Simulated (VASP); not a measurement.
The input files of a VASP run:

### POSCAR
```
NaLiZnS2
3.982060
  1.0000000000   0.0000000000   0.0000000000
 -0.5000000000   0.8660253738   0.0000000000
  0.0000000000   0.0000000000   1.7136482122
Na Li Zn S
1 1 1 2
Direct
 -0.0118160000  -0.0098530000   0.0170070000
  0.3483250000   0.6649040000   0.3568750000
  0.6682280000   0.3213130000   0.6085420000
  0.3037450000   0.6687110000   0.7408210000
  0.6915180000   0.3549250000   0.2767450000
```

File KPOINTS:
```
Automatic
0
Gamma
 10 10 5
0 0 0
```

**INCAR**
```
ALGO = Normal
EDIFF = 1E-6
ENCUT = 400
GGA = PS
ISIF = 2
ISMEAR = 0
LASPH = .TRUE.
LCHARG = .FALSE.
LMAXMIX = 4
LREAL = .FALSE.
LWAVE = .FALSE.
NELM = 100
PREC = Accurate
SIGMA = 0.01
SYSTEM = NaLiZnS2
```

POTCAR, in this order: Na_pv Li_sv Zn S (PBE.64 set). Program: vasp_std.

Question: Translate this PBEsol calculation to Quantum ESPRESSO's pw.x.

Answer: One equivalent input (not run):
```
&CONTROL
  calculation = 'scf'
  pseudo_dir = './pseudo'
  outdir = './out'
  tprnfor = .true.
  tstress = .true.
/
&SYSTEM
  ibrav = 0
  nat = 5
  ntyp = 4
  ecutwfc = 88
  occupations = 'smearing'
  smearing = 'gaussian'
  degauss = 0.000735
  input_dft = 'pbesol'
/
&ELECTRONS
  conv_thr = 7.3e-08
  electron_maxstep = 100
/
ATOMIC_SPECIES
  Na 22.990 Na.upf
  Li 6.940 Li.upf
  Zn 65.380 Zn.upf
  S 32.060 S.upf
CELL_PARAMETERS angstrom
     3.9820600    0.0000000    0.0000000
    -1.9910300    3.4485650    0.0000000
     0.0000000    0.0000000    6.8238500
ATOMIC_POSITIONS crystal
  Na  -0.0118160 -0.0098530  0.0170070
  Li   0.3483250  0.6649040  0.3568750
  Zn   0.6682280  0.3213130  0.6085420
  S    0.3037450  0.6687110  0.7408210
  S    0.6915180  0.3549250  0.2767450
K_POINTS automatic
  10 10 5 0 0 0
```
Limits of the translation: the potentials are each code's own (VASP's PAW set, PseudoDojo norm-conserving files in pw.x), so ENCUT and ecutwfc are chosen apart and not converted; conv_thr bounds pw.x's estimated SCF error, while EDIFF bounds the energy change between steps.

The structure comes from a computed database's NaLiZnS2 entry (P3m1); how it stands against other phases isn't given here. The cell was not relaxed at this level, atoms are displaced from their ideal sites.
